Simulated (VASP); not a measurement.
Input for VASP

**KPOINTS**
```
kpoints
0
Gamma
  8 8 4
```

INCAR:
```
LCHARG = .FALSE.
LREAL = .FALSE.   # projection in real space or not
LMAXMIX = 4
ENCUT = 600   # plane-wave cut-off (eV)
LWAVE = .FALSE.
ISIF = 2   # forces and stress, cell fixed
ISMEAR = 0
EDIFF = 1E-7   # SCF stop (eV)
ALGO = Normal
GGA = PS   # PBEsol
SIGMA = 0.05
PREC = Accurate
NELM = 100
LASPH = .TRUE.   # aspherical one-centre terms
SYSTEM = GaN
```

POSCAR:
```
GaN
1
    1.5912219442    -2.7560772157     0.0000000000
    1.5912219442     2.7560772157     0.0000000000
    0.0000000000     0.0000000000     5.1801024119
Ga N
2 2
Direct
  0.6666670000   0.3333330000   0.5000334008
  0.3333330000   0.6666670000   0.0000334008
  0.6666670000   0.3333330000   0.8866189180
  0.3333330000   0.6666670000   0.3769665992
```

POTCAR, in this order: Ga_d N (PBE.64 set). Program: vasp_std.

Task: Write an equivalent input for Ansatz.

Result: One equivalent input (not run):
Ansatz 0.2 input:
```yaml
crystal:
  lattice:
    - [1.5912219, -2.7560772, 0.0000000]
    - [1.5912219, 2.7560772, 0.0000000]
    - [0.0000000, 0.0000000, 5.1801024]
  atoms:
    - { symbol: Ga, position: [0.6666670, 0.3333330, 0.5000334] }
    - { symbol: Ga, position: [0.3333330, 0.6666670, 0.0000334] }
    - { symbol: N, position: [0.6666670, 0.3333330, 0.8866189] }
    - { symbol: N, position: [0.3333330, 0.6666670, 0.3769666] }
kpoints:
  mp_grid: { grid: [8, 8, 4] }
hamiltonian:
  xc: pbesol
  pseudopotentials: { kind: paw }
scf:
  occupations: { method: gaussian, width: 0.05 }
  max_iter: 100
output: { forces: true, stress: true, eigenvalues: true }
```
Limits of the translation: each code has its own PAW files, so the cut-off isn't converted (ENCUT is set for VASP's; basis.ecutwfc is left out, and Ansatz then takes the one that its files recommend); Ansatz stops its SCF on the density residual and VASP on the energy change (EDIFF).

The compound is GaN in the wurtzite structure. This cell was strained or had an atom moved on purpose.
